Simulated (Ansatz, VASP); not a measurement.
Given: the input of a run of VASP 6.6.1 on CuSn3.

INCAR

```
PREC     = Accurate       # precision mode
ENCUT    = 520            # plane-wave cutoff, eV
EDIFF    = 1E-7           # SCF threshold, eV
ISMEAR   = -1             # smearing method
SIGMA    = 0.05           # smearing width, eV
LREAL    = F              # projectors in reciprocal space
LASPH    = T              # aspherical terms in the spheres
NELM     = 80             # most SCF steps
ALGO     = Normal         # electronic algorithm
ISIF     = 2              # what is computed and relaxed
LWAVE    = F              # write WAVECAR
LCHARG   = F              # write CHGCAR
GGA      = PE             # functional
NBANDS   = 63             # bands
```

KPOINTS

```
Automatic mesh
0
Gamma
  5 5 6
```

Contents of POSCAR:

```
CuSn3
1.0
    6.4876852550      0.0000000000      0.0000000000
   -3.2438426275      5.6185002425      0.0000000000
    0.0000000000      0.0000000000      4.9026403936
Sn Cu
6 2
Direct
    0.1723395050      0.3446790100      0.2500000000
    0.1723395050      0.8276604950      0.2500000000
    0.6553209900      0.8276604950      0.2500000000
    0.8276604950      0.6553209900      0.7500000000
    0.8276604950      0.1723395050      0.7500000000
    0.3446790100      0.1723395050      0.7500000000
    0.3333333333      0.6666666667      0.7500000000
    0.6666666667      0.3333333333      0.2500000000
```

Potentials or basis: VASP PAW PBE potentials, release 64 (Sn_d, Cu).

Command:

```console
$ cat potpaw_PBE.64/Sn_d/POTCAR potpaw_PBE.64/Cu/POTCAR > POTCAR
$ mpirun -np 1 vasp_std > vasp.out
```

Question: Translate it to Ansatz 0.2.0. Potentials there: Ansatz PAW.

Answer: As run (the cutoff follows the program's own potentials):

File input.yaml:

```yaml
crystal:
  lattice:
    - [6.487685255, 0.0, 0.0]
    - [-3.2438426275, 5.6185002425, 0.0]
    - [0.0, 0.0, 4.9026403936]
  atoms:
    - { symbol: Sn, position: [0.172339505, 0.34467901, 0.25] }
    - { symbol: Sn, position: [0.172339505, 0.827660495, 0.25] }
    - { symbol: Sn, position: [0.65532099, 0.827660495, 0.25] }
    - { symbol: Sn, position: [0.827660495, 0.65532099, 0.75] }
    - { symbol: Sn, position: [0.827660495, 0.172339505, 0.75] }
    - { symbol: Sn, position: [0.34467901, 0.172339505, 0.75] }
    - { symbol: Cu, position: [0.3333333333, 0.6666666667, 0.75] }
    - { symbol: Cu, position: [0.6666666667, 0.3333333333, 0.25] }
hamiltonian:
  xc: pbe
  pseudopotentials: { kind: paw }
kpoints:
  mp_grid: { grid: [5, 5, 6] }
scf:
  occupations: { method: fermi_dirac, width: 0.05 }
output:
  forces: true
  stress: true
  eigenvalues: true
```

Potentials or basis: Ansatz PAW.

Run with:

```console
$ ansatz run input.yaml --threads 4 --pin off --max-ram 10240MiB --backend cpu --events-out ev --progress --plain --runs-dir out
```

Both were run:

|  | VASP | Ansatz | Ansatz less VASP |
| --- | --- | --- | --- |
| gap on the k mesh at the Fermi level (eV) | none | none | - |
| pressure (GPa) | 4.2 | 4.2 | 0.00 |
| largest component of the traceless stress (GPa) | 0.00 | 0.05 | +0.050 |
| rms of the force components (eV/Å) | 0.121 | 0.124 | +0.0029 |

Atom by atom the forces differ by 0.003 eV/Å (rms over components). A gap of «none» marks a metal or a gap that the smearing closes. The two sets of potentials don't hold the same shells in valence.
